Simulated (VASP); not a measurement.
These are r2SCAN meta-GGA, VASP's PBE PAW potentials (set 64) (plane waves; VASP 6.6.1) values and carry that method's errors.

The input files of a VASP run:

**KPOINTS_OPT**
```
k-points along high-symmetry lines
10
Line-mode
Reciprocal
  0.000000   0.000000   0.000000 ! GAMMA
 -0.500000   0.500000   0.000000 ! Y

 -0.500000   0.500000   0.000000 ! Y
 -0.500000   0.500000   0.500000 ! M

 -0.500000   0.500000   0.500000 ! M
  0.000000   0.000000   0.500000 ! A

  0.000000   0.000000   0.500000 ! A
  0.000000   0.000000   0.000000 ! GAMMA

 -0.500000   0.000000   0.500000 ! L_2
  0.000000   0.000000   0.000000 ! GAMMA

  0.000000   0.000000   0.000000 ! GAMMA
 -0.500000   0.000000   0.000000 ! V_2
```

File POSCAR:
```
RhI3
1
    3.4257531949    -5.9373513391     0.0011884210
    3.4257531949     5.9373513391     0.0011884210
   -2.0884594544     0.0000000000     6.7035108856
Rh I
2 6
Direct
  0.8333131469   0.1666868531   0.0000000000
  0.1666868531   0.8333131469   0.0000000000
  0.9238421066   0.5679921011   0.2246355368
  0.0761578934   0.4320078989   0.7753644632
  0.4320078989   0.0761578934   0.7753644632
  0.5679921011   0.9238421066   0.2246355368
  0.2130218018   0.2130218018   0.2265439448
  0.7869781982   0.7869781982   0.7734560552
```

**KPOINTS**
```
kpoints
0
Gamma
5 5 4
```

**INCAR**
```
# general
SYSTEM   =  RhI3
PREC     =  Accurate
ENCUT    =  400   # plane-wave cut-off (eV)
LREAL    =  F   # projection in real space or not
LASPH    =  T   # aspherical one-centre terms

# electronic loop
EDIFF    =  1E-7   # SCF stop (eV)
NELM     =  100   # most electronic steps
ALGO     =  Normal   # blocked Davidson
LMAXMIX  =  4   # l cut-off of mixed one-centre charges
LMIXTAU  =  T

# smearing
ISMEAR   =  -5   # tetrahedra, Bloechl

# functional
METAGGA  =  R2SCAN

# ions
ISIF     =  2   # forces and stress, cell fixed

# output
LWAVE    =  F
LCHARG   =  F
LORBIT   =  11
NEDOS    =  601

# other
LEFG     =  T
```

POTCAR, in this order: Rh_pv I (PBE.64 set). Program: vasp_std.

Unless said otherwise, spin-orbit coupling is left out, though it shifts the bands of the heavy elements here.

Q: Predict the energy per atom (σ→0), band gap (over mesh and band path).

A: 
```
Item                                         Result
----------------------------------  ---------------
energy per atom (σ→0)               -24.821 eV/atom
band gap (over mesh and band path)          1.26 eV
```

OSZICAR:
```
...
DAV:  16    -0.198570064248E+03   -0.26697E-04   -0.37253E-05  3015   0.407E-02    0.618E-03
DAV:  17    -0.198570065943E+03   -0.16950E-05   -0.10304E-05  2991   0.218E-02    0.817E-03
DAV:  18    -0.198570068682E+03   -0.27390E-05   -0.12266E-06  3012   0.723E-03    0.431E-03
DAV:  19    -0.198570070754E+03   -0.20715E-05   -0.10382E-06  2991   0.544E-03    0.222E-03
DAV:  20    -0.198570070822E+03   -0.67953E-07   -0.56795E-08  1704   0.141E-03
   1 F= -.19857007E+03 E0= -.19857007E+03  d E =0.000000E+00
       N       E                     dE             ncg
       N       E                     dE             ncg
```

The structure comes from a computed database's RhI3 entry (C2/m); how it stands against other phases isn't given here. It was relaxed first.
